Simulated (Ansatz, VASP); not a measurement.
**Cu3C in VASP and in Ansatz**

The input INCAR:

```
SYSTEM = Cu3C
PREC     = Accurate       ! precision mode
ENCUT    = 600            ! plane-wave cutoff, eV
EDIFF    = 1E-7           ! SCF threshold, eV
ISMEAR   = 0              ! smearing method
SIGMA    = 0.2            ! smearing width, eV
LREAL    = .FALSE.        ! projectors in reciprocal space
LASPH    = .TRUE.         ! aspherical terms in the spheres
NELM     = 100            ! most SCF steps
ALGO     = Normal         ! electronic algorithm
ISIF     = 3              ! what is computed and relaxed
LWAVE    = .FALSE.        ! write WAVECAR
LCHARG   = .FALSE.        ! write CHGCAR
GGA      = PE             ! functional
IBRION   = 2              ! ionic algorithm
NSW      = 36             ! ionic steps
EDIFFG   = -0.08          ! ionic threshold
```

Contents of KPOINTS:

```
regular mesh
0
G
  5 5 5
  0 0 0
```

File POSCAR:

```
Cu3C
1.0
    3.8790489800      0.0000000000      0.0000000000
    0.0000000000      3.8790489800      0.0000000000
    0.0000000000      0.0000000000      3.8790489800
Cu C
3 1
Direct
    0.5000000000      0.0000000000      0.0000000000
    0.0000000000      0.5000000000      0.0000000000
    0.0000000000      0.0000000000      0.5000000000
    0.0000000000      0.0000000000      0.0000000000
```

Input for Ansatz:

```yaml
crystal:
  lattice:
    - [3.87904898, 0.0, 0.0]
    - [0.0, 3.87904898, 0.0]
    - [0.0, 0.0, 3.87904898]
  atoms:
    - { symbol: Cu, position: [0.5, 0.0, 0.0] }
    - { symbol: Cu, position: [0.0, 0.5, 0.0] }
    - { symbol: Cu, position: [0.0, 0.0, 0.5] }
    - { symbol: C, position: [0.0, 0.0, 0.0] }
basis:
  ecutwfc: 420
kpoints:
  mp_grid: { grid: [5, 5, 5] }
hamiltonian:
  xc: pbe
scf:
  occupations: { method: gaussian, width: 0.2 }
  lower_state_search: "off"
output:
  forces: true
  stress: true
  eigenvalues: true
relax:
  adjacent_minimum: "off"
  f_tol: 0.08
  max_steps: 16
  cell: { stress_tol: 0.8 }
```

Change from the starting cell: species swapped into the Cu3N type (Pm-3m, No. 221).

Alike in both runs: task relaxation of cell and atoms; functional PBE; k mesh 5 × 5 × 5; occupations gaussian, width 0.2 eV; no spin polarisation.

|  | VASP | Ansatz |
| --- | --- | --- |
| version | VASP 6.6.1 | Ansatz 0.2.0 |
| potentials or method | VASP PAW PBE potentials, release 64 (Cu, C) | scalar-relativistic, plane waves, PAW |
| plane-wave cutoff (eV) | 600 | 420 |
| valence electrons in the cell | 37 | 61 |

|  | VASP | Ansatz | Ansatz less VASP |
| --- | --- | --- | --- |
| gap on the k mesh at the Fermi level, each at its own relaxed structure (eV) | none | none | - |
| relaxed volume (Å³/atom) | 14.20 | 14.13 | -0.074 |
| relaxed cell length with the largest relative difference (Å) | 3.844 | 3.838 | -0.0067 |
| energy change over the relaxation (meV/atom) | -4 | -5 | -1.3 |

A gap of «none» marks a metal or a gap that the smearing closes. The two sets of potentials don't hold the same shells in valence.
